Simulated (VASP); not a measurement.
# V on the W site in a supercell of W, part 4 of 4

How easily does V on the W site form in W? The host is relaxed first, then a supercell is run with and without the defect.

VASP 6.6.1, plane waves and PAW; the level of theory is named at each step.

So far. Step 4 (Reference V): The run ended after 3 ionic steps, 0.048 eV below its first step, once forces and stress met EDIFFG = -0.02. Step 4 (Reference V): Energy at zero smearing: -9.60024 eV.

### Step 5. Relaxing the defect

This step: PBEsol, spin-polarised, with small moments to start from; plane waves and PAW (V, W) (VASP 6.6.1).

System of this step: VW53. The cell holds 54 atoms: 1 V and 53 W. Cell: a = 9.431 Å, b = 9.431 Å, c = 9.431 Å, α = 90.0°, β = 90.0°, γ = 90.0°. It derives from W. Nearest the centre at fractional (0.000, 0.000, 0.000): V1 at 0.00 Å, W54 at 2.72 Å, W38 at 2.72 Å, W52 at 2.72 Å, W42 at 2.72 Å, W12 at 2.72 Å, W29 at 2.72 Å, W34 at 2.72 Å.

The host is treated as a metal, since its gap is under 0.3 eV or closed. The run keeps 2 symmetry operations, which cuts the number of k-points but bars distortions that break them. The atoms relax at the host's fixed cell.

Contents of INCAR:

```
SYSTEM = VW53
PREC = Normal
ENCUT = 300
EDIFF = 1E-05
NELM = 120
ISMEAR = 1
SIGMA = 0.2
LREAL = Auto
ALGO = Fast
GGA = PS
NBANDS = 200
ISPIN = 2
MAGMOM = 0.6 0 0 0 0 0.6 0 0 0 0 0 0.6 0 0 0 0 0 0 0 0 0 0 0 0 0 0 0 0 0.6 0 0 0 0 0 0 0 0 0 0 0 0 0 0 0 0 0 0 0 0 0 0 0 0 0
LASPH = .TRUE.
LMAXMIX = 4
LORBIT = 11
LWAVE = .FALSE.
LCHARG = .TRUE.
KPAR = 4
NCORE = 2
IBRION = 2
NSW = 50
ISIF = 2
EDIFFG = -0.03
POTIM = 0.4
MAXMIX = 40
ISYM = 2
```

Contents of POSCAR:

```
VW53
1.0
    9.4313816994      0.0000000000      0.0000000000
    0.0000000000      9.4313816994      0.0000000000
    0.0000000000      0.0000000000      9.4313816994
V W
1 53
Direct
    0.0000000000      0.0000000000      0.0000000000
    0.3333333300      0.0000000000      0.0000000000
    0.6666666700      0.0000000000      0.0000000000
    0.0000000000      0.3333333300      0.0000000000
    0.0000000000      0.0000000000      0.3333333300
    0.1666666700      0.1666666700      0.1666666700
    0.3333333300      0.3333333300      0.0000000000
    0.3333333300      0.0000000000      0.3333333300
    0.5000000000      0.1666666700      0.1666666700
    0.6666666700      0.3333333300      0.0000000000
    0.6666666700      0.0000000000      0.3333333300
    0.8333333300      0.1666666700      0.1666666700
    0.0000000000      0.6666666700      0.0000000000
    0.0000000000      0.3333333300      0.3333333300
    0.1666666700      0.5000000000      0.1666666700
    0.3333333300      0.6666666700      0.0000000000
    0.0000000000      0.0000000000      0.6666666700
    0.1666666700      0.1666666700      0.5000000000
    0.3333333300      0.3333333300      0.3333333300
    0.5000000000      0.5000000000      0.1666666700
    0.6666666700      0.6666666700      0.0000000000
    0.3333333300      0.0000000000      0.6666666700
    0.5000000000      0.1666666700      0.5000000000
    0.6666666700      0.3333333300      0.3333333300
    0.8333333300      0.5000000000      0.1666666700
    0.6666666700      0.0000000000      0.6666666700
    0.8333333300      0.1666666700      0.5000000000
    0.0000000000      0.6666666700      0.3333333300
    0.1666666700      0.8333333300      0.1666666700
    0.0000000000      0.3333333300      0.6666666700
    0.1666666700      0.5000000000      0.5000000000
    0.3333333300      0.6666666700      0.3333333300
    0.5000000000      0.8333333300      0.1666666700
    0.1666666700      0.1666666700      0.8333333300
    0.3333333300      0.3333333300      0.6666666700
    0.5000000000      0.5000000000      0.5000000000
    0.6666666700      0.6666666700      0.3333333300
    0.8333333300      0.8333333300      0.1666666700
    0.5000000000      0.1666666700      0.8333333300
    0.6666666700      0.3333333300      0.6666666700
    0.8333333300      0.5000000000      0.5000000000
    0.8333333300      0.1666666700      0.8333333300
    0.0000000000      0.6666666700      0.6666666700
    0.1666666700      0.8333333300      0.5000000000
    0.1666666700      0.5000000000      0.8333333300
    0.3333333300      0.6666666700      0.6666666700
    0.5000000000      0.8333333300      0.5000000000
    0.5000000000      0.5000000000      0.8333333300
    0.6666666700      0.6666666700      0.6666666700
    0.8333333300      0.8333333300      0.5000000000
    0.8333333300      0.5000000000      0.8333333300
    0.1666666700      0.8333333300      0.8333333300
    0.5000000000      0.8333333300      0.8333333300
    0.8333333300      0.8333333300      0.8333333300
```

Contents of KPOINTS:

```
Automatic mesh
0
Monkhorst-Pack
4 4 4
0 0 0
```

Potentials, in the order of the species: V and W (PBE family, release 64).

Run with:

```bash
$ mpirun -np 8 vasp_std
```

What it wrote:

```text
[banner, memory and clock lines left out]
running    8 mpi-ranks, on    1 nodes
 distrk:  each k-point on    2 cores,    4 groups
 distr:  one band on    2 cores,    1 groups

 POSCAR found type information on POSCAR V W
 POSCAR found :  2 types and      54 ions
 [... a notice as in an earlier step ...]

 LDA part: xc-table for (Slater+PW92), standard interpolation
 POSCAR, INCAR and KPOINTS ok, starting setup
 FFT: planning ... GRIDC
 FFT: planning ... GRID_SOFT
 FFT: planning ... GRID
 WAVECAR not read
 entering main loop
       N       E                     dE             d eps       ncg     rms          rms(c)
DAV:   1     0.738300845951E+03    0.73830E+03   -0.99736E+04 16304   0.933E+02
DAV:   2    -0.599616179940E+03   -0.13379E+04   -0.12684E+04 18080   0.261E+02
DAV:   3    -0.773721282537E+03   -0.17411E+03   -0.16447E+03 23736   0.759E+01
DAV:   4    -0.785161627905E+03   -0.11440E+02   -0.11064E+02 25736   0.237E+01
DAV:   5    -0.785722359468E+03   -0.56073E+00   -0.54755E+00 22656   0.407E+00    0.171E+02
RMM:   6    -0.759006250738E+03    0.26716E+02   -0.54523E+01 17721   0.242E+01    0.899E+01
RMM:   7    -0.775261868053E+03   -0.16256E+02   -0.92813E+01 21126   0.184E+01    0.233E+01
RMM:   8    -0.749056730097E+03    0.26205E+02   -0.20564E+01 19890   0.144E+01    0.134E+01
RMM:   9    -0.745604788024E+03    0.34519E+01   -0.12015E+01 19687   0.928E+00    0.485E+00
RMM:  10    -0.745794583317E+03   -0.18980E+00   -0.41676E+00 20846   0.288E+00    0.330E+00
RMM:  11    -0.745957077677E+03   -0.16249E+00   -0.56281E-01 18680   0.232E+00    0.431E+00
RMM:  12    -0.745676087683E+03    0.28099E+00   -0.65742E-01 17623   0.274E+00    0.203E+00
RMM:  13    -0.745693801608E+03   -0.17714E-01   -0.54846E-01 20029   0.141E+00    0.179E+00
RMM:  14    -0.745691721802E+03    0.20798E-02   -0.16724E-01 20789   0.687E-01    0.110E+00
RMM:  15    -0.745699047858E+03   -0.73261E-02   -0.28528E-02 20268   0.500E-01    0.823E-01
RMM:  16    -0.745695196993E+03    0.38509E-02   -0.24936E-02 21262   0.215E-01    0.460E-01
RMM:  17    -0.745696653066E+03   -0.14561E-02   -0.82315E-03 22873   0.149E-01    0.475E-01
RMM:  18    -0.745694923845E+03    0.17292E-02   -0.61802E-03 22986   0.149E-01    0.251E-01
RMM:  19    -0.745694602402E+03    0.32144E-03   -0.46648E-03 22971   0.128E-01    0.181E-01
RMM:  20    -0.745694622973E+03   -0.20571E-04   -0.93103E-04 22587   0.487E-02    0.768E-02
RMM:  21    -0.745694732358E+03   -0.10939E-03   -0.57757E-04 19547   0.524E-02    0.984E-02
RMM:  22    -0.745694641248E+03    0.91110E-04   -0.11632E-04 13994   0.287E-02    0.443E-02
RMM:  23    -0.745694636540E+03    0.47080E-05   -0.62036E-05 13095   0.131E-02
   1 F= -.74569464E+03 E0= -.74565676E+03  d E =-.745695E+03  mag=     0.0003
 curvature:   0.00 expect dE= 0.000E+00 dE for cont linesearch  0.000E+00
 trial: gam= 0.00000 g(F)=  0.546E-01 g(S)=  0.000E+00 ort = 0.000E+00 (trialstep = 0.100E+01)
 search vector abs. value=  0.546E-01
 bond charge predicted
       N       E                     dE             d eps       ncg     rms          rms(c)
DAV:   1    -0.745728257337E+03   -0.33616E-01   -0.56732E+00 18064   0.426E+00    0.616E-01
RMM:   2    -0.745734040801E+03   -0.57835E-02   -0.86188E-02 19625   0.802E-01    0.953E-01
RMM:   3    -0.745740110613E+03   -0.60698E-02   -0.33923E-02 22195   0.283E-01    0.118E+00
RMM:   4    -0.745761299416E+03   -0.21189E-01   -0.22020E-02 17543   0.434E-01    0.156E+00
RMM:   5    -0.745742882879E+03    0.18417E-01   -0.15763E-02 17477   0.422E-01    0.111E+00
RMM:   6    -0.745738070772E+03    0.48121E-02   -0.18517E-02 21025   0.283E-01    0.822E-01
RMM:   7    -0.745729910557E+03    0.81602E-02   -0.10715E-02 21038   0.187E-01    0.453E-01
RMM:   8    -0.745728150061E+03    0.17605E-02   -0.72199E-03 22641   0.135E-01    0.218E-01
RMM:   9    -0.745727783831E+03    0.36623E-03   -0.27681E-03 23149   0.851E-02    0.120E-01
RMM:  10    -0.745727819232E+03   -0.35401E-04   -0.78132E-04 21320   0.348E-02    0.114E-01
RMM:  11    -0.745727795551E+03    0.23681E-04   -0.12001E-04 14913   0.209E-02    0.450E-02
RMM:  12    -0.745727789405E+03    0.61455E-05   -0.83504E-05 14136   0.155E-02
   2 F= -.74572779E+03 E0= -.74569005E+03  d E =-.331529E-01  mag=     0.0004
[...]
3 F= -.74572986E+03 E0= -.74569218E+03  d E =-.352250E-01  mag=     0.0001
[...]
4 F= -.74572992E+03 E0= -.74569224E+03  d E =-.352789E-01  mag=     0.0001
[...]
5 F= -.74572991E+03 E0= -.74569224E+03  d E =-.352699E-01  mag=     0.0000
 curvature:  -0.52 expect dE=-0.779E-03 dE for cont linesearch -0.162E-04
 ZBRENT: accuracy reached
 trial: gam= 0.05106 g(F)=  0.149E-02 g(S)=  0.000E+00 ort =-0.130E-02 (trialstep = 0.107E+01)
 search vector abs. value=  0.150E-02
 bond charge predicted
       N       E                     dE             d eps       ncg     rms          rms(c)
DAV:   1    -0.745730725915E+03   -0.81564E-03   -0.17378E-01 17040   0.758E-01    0.718E-02
RMM:   2    -0.745731361434E+03   -0.63552E-03   -0.47232E-03 19535   0.177E-01    0.206E-01
RMM:   3    -0.745731561057E+03   -0.19962E-03   -0.14499E-03 22444   0.687E-02    0.215E-01
RMM:   4    -0.745730982172E+03    0.57889E-03   -0.19944E-03 20244   0.975E-02    0.178E-01
RMM:   5    -0.745730923844E+03    0.58328E-04   -0.58365E-04 20542   0.511E-02    0.178E-01
RMM:   6    -0.745730878180E+03    0.45664E-04   -0.15516E-04 17541   0.240E-02    0.166E-01
RMM:   7    -0.745730816950E+03    0.61231E-04   -0.78366E-05 13642   0.208E-02    0.132E-01
RMM:   8    -0.745730797938E+03    0.19012E-04   -0.55659E-05 13005   0.136E-02    0.946E-02
RMM:   9    -0.745730788657E+03    0.92814E-05   -0.21265E-05  9734   0.147E-02
   6 F= -.74573079E+03 E0= -.74569312E+03  d E =-.882225E-03  mag=    -0.0001
 trial-energy change:   -0.000882  1 .order   -0.000877   -0.001519   -0.000236
 step:   1.2642(harm=  1.2642)  dis= 0.00126  next Energy=  -745.730805 (dE=-0.899E-03)
 reached required accuracy - stopping structural energy minimisation
```

Wall time 46 min (8 MPI ranks of AMD EPYC 7R43, shared host); peak memory 7.1 GiB.

Parts of OUTCAR (step 5):

```text
   k-points           NKPTS =     20   k-points in BZ     NKDIM =     20   number of bands    NBANDS=    200

   NELECT =     323.0000    total number of electrons

 E-fermi :   7.8350

 spin component 1
 k-point     1 :       0.1250    0.1250    0.1250
  band No.  band energies     occupation
    ...
    158       7.1884      1.00002
    159       7.1884      1.00002
    160       7.8094      0.60741
    161       7.8259      0.53856
    162       7.8259      0.53856
    163       7.8403      0.47764
    164       7.8403      0.47763
    165       7.8441      0.46178
    166       7.9172      0.18274
    167       7.9172      0.18274
    ...

 k-point     2 :      -0.1250    0.1250    0.1250
  band No.  band energies     occupation
    ...
    158       7.1884      1.00002
    159       7.1884      1.00002
    160       7.8094      0.60741
    161       7.8259      0.53857
    162       7.8259      0.53855
    163       7.8403      0.47764
    164       7.8403      0.47763
    165       7.8441      0.46178
    166       7.9172      0.18275
    167       7.9172      0.18274
    ...

  Total       -8.7310273     -8.7310273     -8.7306588     -0.0001214      0.0000371      0.0000371
  in kB      -16.6743903    -16.6743903    -16.6736865     -0.0002319      0.0000709      0.0000709
  external PRESSURE =     -16.6741557 kB  Pullay stress =       0.0000000 kB

 POSITION                                       TOTAL-FORCE (eV/Angst)
 -----------------------------------------------------------------------------------
      9.43138      9.43138      0.00000        -0.000000     -0.000000      0.000022
      3.13302      0.00000      9.43138         0.010516     -0.000007      0.000024
      6.29836      0.00000      9.43138        -0.010526      0.000003     -0.000002
      0.00000      3.13302      9.43138        -0.000007      0.010516      0.000024
      9.43138      9.43138      3.13302         0.000022      0.000022      0.010511
      1.56073      1.56073      1.56073         0.005379      0.005379      0.005421
      3.14149      3.14149      0.00000        -0.001985     -0.001985      0.000014
      3.14149      9.43138      3.14148        -0.002003      0.000003     -0.001987
      4.71569      1.57067      1.57067         0.000006     -0.004850     -0.004840
      6.28990      3.14149      0.00000         0.001986     -0.001991     -0.000004
      6.28990      9.43138      3.14149         0.001986      0.000018     -0.001985
      7.87065      1.56073      1.56073        -0.005379      0.005382      0.005406
      0.00000      6.29836      9.43138         0.000003     -0.010526     -0.000002
      9.43138      3.14149      3.14148         0.000003     -0.002003     -0.001987
      1.57067      4.71569      1.57067        -0.004850      0.000006     -0.004840
      3.14149      6.28990      0.00000        -0.001991      0.001986     -0.000004
      0.00000      0.00000      6.29836        -0.000011     -0.000011     -0.010535
      1.57067      1.57067      4.71569        -0.004861     -0.004861     -0.000023
      3.14125      3.14125      3.14125        -0.003964     -0.003964     -0.003958
      4.71569      4.71569      1.57139        -0.000001     -0.000001     -0.005677
      6.28990      6.28990      9.43138         0.001991      0.001991     -0.000016
      3.14149      0.00000      6.28990        -0.001984     -0.000017      0.001976
      4.71569      1.57139      4.71569         0.000015     -0.005681     -0.000003
      6.29014      3.14125      3.14125         0.003958     -0.003960     -0.003950
[...]
-----------------------------------------------------------------------------------
    total drift:                                0.000015      0.000015      0.000003

  FREE ENERGIE OF THE ION-ELECTRON SYSTEM (eV)
  ---------------------------------------------------
  free  energy   TOTEN  =      -745.7307886566 eV

  energy  without entropy=     -745.6177818836  energy(sigma->0) =     -745.69311973

 magnetization (x)
# of ion       s       p       d       tot
------------------------------------------
    1       -0.000  -0.000   0.000  -0.000
    2       -0.000  -0.000  -0.000  -0.000
    3       -0.000  -0.000  -0.000  -0.000
    4       -0.000  -0.000  -0.000  -0.000
    5       -0.000  -0.000  -0.000  -0.000
    6       -0.000  -0.000  -0.000  -0.000
    7       -0.000  -0.000  -0.000  -0.000
    8       -0.000  -0.000  -0.000  -0.000
    9       -0.000  -0.000  -0.000  -0.000
   10       -0.000  -0.000  -0.000  -0.000
   11       -0.000  -0.000  -0.000  -0.000
   12       -0.000  -0.000  -0.000  -0.000
   13       -0.000  -0.000  -0.000  -0.000
   14       -0.000  -0.000  -0.000  -0.000
   15       -0.000  -0.000  -0.000  -0.000
   16       -0.000  -0.000  -0.000  -0.000
   17       -0.000  -0.000  -0.000  -0.000
   18       -0.000  -0.000  -0.000  -0.000
   19       -0.000   0.000  -0.000  -0.000
   20        0.000   0.000   0.000   0.000
   21        0.000   0.000   0.000   0.000
   22        0.000   0.000  -0.000  -0.000
   23        0.000   0.000   0.000   0.000
[...]
--------------------------------------------------
tot         -0.000  -0.000  -0.000  -0.000

[... 7 parts as in an earlier step ...]

[... 15 further parts left out ...]
```

The moments of the start collapse, so the state is non-magnetic; other starts or orders were not tried. The data sets V and W keep the semicore shell frozen, which is cheaper and a little less accurate. The run keeps the 2 symmetry operations of its start, so it cannot find a distortion of lower symmetry.

Relaxation path:

```
step  energy less that of the first step (eV)  largest force (eV/Å)
   1                                   0.0000                0.3669
   2                                  -0.0332                0.0865
   3                                  -0.0352                0.0425
   4                                  -0.0353                0.0437
   5                                  -0.0353                0.0422
   6                                  -0.0362                0.0105
```

The atoms that moved most (Å):

```
atom      dx      dy      dz  length
  W6  -0.011  -0.011  -0.011   0.019
 W54   0.011   0.011   0.011   0.019
 W34  -0.011  -0.011   0.011   0.019
 W52  -0.011   0.011   0.011   0.019
 W42   0.011  -0.011   0.011   0.019
 W38   0.011   0.011  -0.011   0.019
 W29  -0.011   0.011  -0.011   0.019
 W12   0.011  -0.011  -0.011   0.019
```

This step gave:

- electronic cycles: 55
- electrons: 323
- free energy (TOTEN): -745.7308 eV
- energy at zero smearing: -745.6931 eV
- Fermi energy: 7.835 eV

The spin moment in the PAW sphere vanishes on all atoms.

Valence density in the ac plane at fractional y = 0.000, through the centre, with atoms of V and W within 0.45 Å of it. It is the smooth field of the valence electrons, not physical close to the nuclei.

Ten even steps from '_' (0.2 e/Å³) to '@' (2.0 e/Å³), each cell a mean:
```
##==________..::::::..________..::::::..________::**
....__________........________..........__________..
____________________________________________________
____________________________________________________
____________________________________________________
__..__________..________________..__..____________..
..::..______..::::::..________..::..::..________..::
--::..________..--::..________..::--::..________..::
::::..________::::::..________..::::::..________..::
......________........________..........________....
____________________________________________________
____________________________________________________
____________________________________________________
______________..________________..__________________
..::..______..::..::..________..::..::..________..::
--::..________..--::..________..::--::..________..::
::::..________::::::..________..::::::..________..::
......________........________..........________....
____________________________________________________
____________________________________________________
____________________________________________________
______________..________________..__..______________
==::________..::..::..________..::..::..________..==
@@++__________..--::..________..::--::..________::##
```
Columns run along a (9.4 Å), rows up along c (9.4 Å). Atoms in or near the plane, at fractional coordinates: V at (0.00, 0.00), W at (0.33, 0.00), W at (0.67, 0.00), W at (0.00, 0.33), W at (0.33, 0.33), W at (0.67, 0.33), W at (0.00, 0.67), W at (0.33, 0.67), W at (0.67, 0.67).

The run ended after 6 ionic steps, 0.036 eV below its first step, once the forces on the free atoms met EDIFFG = -0.03.

The 8 first neighbours (W) lie 2.72 Å from the site in the perfect crystal and 2.70 Å on average from the atom on it after the relaxation (-0.7 %).

### Step 6. Formation energies

This step: point defect, PBEsol; plane waves and PAW (VASP 6.6.1).

This step runs nothing: it gathers the runs above.

This step gave:

```yaml
formation_energy_of_the_neutral_defect: -0.4440 eV
```

Formation energy:

```
formation energy (eV)  largest move (Å)
               -0.444           0.01934
```

The formation energy is the energy of the relaxed defect cell less that of the perfect cell, with each removed atom booked to its reference and each added atom taken from it.

References, in eV an atom: V -9.600 (crystal Im-3m) and W -13.880 (the host). They were run at the supercell's cutoff and functional, without U, and count both elements from their own phases.

### Step 7. What came out

| Quantity | Value |
| --- | --- |
| formation energy at charge 0 | -0.444 eV |

What this shows: V on the W site costs -0.44 eV, with every exchanged atom at the energy of its element. The 8 first neighbours (W) lie 2.72 Å from the site in the perfect crystal and 2.70 Å on average from the atom on it after the relaxation (-0.7 %). In 1 of the runs the charge density had not settled when EDIFF was met, so its numbers are doubtful. The neutral formation energy is negative against the pure elements. These references then lie outside the range where the host is stable, or the host takes the defect up of itself. V started with under 1 μB and ended with little or no moment; a start with a large moment was not tried and may lie lower. With metallic smearing the value can move by tenths of an eV with the k mesh. The supercell of 54 atoms is small, so interactions between images remain.

[Lines on the potential files, build, host, timing and source positions are cut from VASP's logs without a mark.]

[Logs are printed without paths, hosts, clocks, repeated set-up lines and the standing remarks that a program may print on its own settings, such as how far it seeks lower states.]

[Hosts, paths, dates, database ids (printed as entryN), source tags and the programs' standing remarks are cut or masked in the printed files.]

[In band tables of VASP the shares of atoms and orbitals are scaled to a sum of 1 inside the atoms' spheres.]

[Runs that stopped without an error message from VASP are left out.]
